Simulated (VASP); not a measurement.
Set up this calculation in VASP 6.6.1, as the native input.

- Task: single point
- Functional: PBE
- Potentials or basis: VASP PAW PBE potentials, release 64 (Ru_pv, Si, Se)
- Cutoff: 520 eV
- k mesh: 9 × 9 × 9
- Occupations: fermi-dirac, width 0.1 eV
- Spin: no spin polarisation
- Dipole correction: no
- Further INCAR settings: ALGO = Fast; EDIFF = 1e-07; NBANDS = 29

The structure of Si2Ru2Se lies in POSCAR:

```
Si2Ru2Se
1.0
    0.0000000000      4.0947510000      0.0000000000
    4.0947510000      0.0000000000      0.0000000000
    2.0473750000      2.0473750000     -4.7583950000
Ru Si Se
2 2 1
Direct
    0.7500000000      0.2500000000      0.5000000000
    0.2500000000      0.7500000000      0.5000000000
    0.3750000000      0.3750000000      0.2500000000
    0.6250000000      0.6250000000      0.7500000000
    0.0000000000      0.0000000000      0.0000000000
```

The cell was built by a generator and needn't be a form met in nature.

One way to write it, as run:

INCAR

```
  PREC = Accurate
  ENCUT = 520
  EDIFF = 1E-7
  ISMEAR = -1
  SIGMA = 0.1
  LREAL = F
  LASPH = T
  NELM = 60
  ALGO = Fast
  ISIF = 2
  LWAVE = F
  LCHARG = F
  GGA = PE
  NBANDS = 29
```

KPOINTS

```
regular mesh
0
Gamma
  9 9 9
```

Potentials or basis: VASP PAW PBE potentials, release 64 (Ru_pv, Si, Se).

Run with:

```sh
$ cat potpaw_PBE.64/Ru_pv/POTCAR potpaw_PBE.64/Si/POTCAR potpaw_PBE.64/Se/POTCAR > POTCAR
$ mpirun -np 1 vasp_std > vasp.out
```

It gave:

```
Pressure               : 2.6 GPa
Largest force          : 0.666 eV/Å
Band gap on the k mesh : none (metal or under the smearing width)
```

Run time: 2.9 min on 1 thread of Intel(R) Xeon(R) 6975P-C (Granite Rapids), on a shared host, peak memory 0.29 GiB.
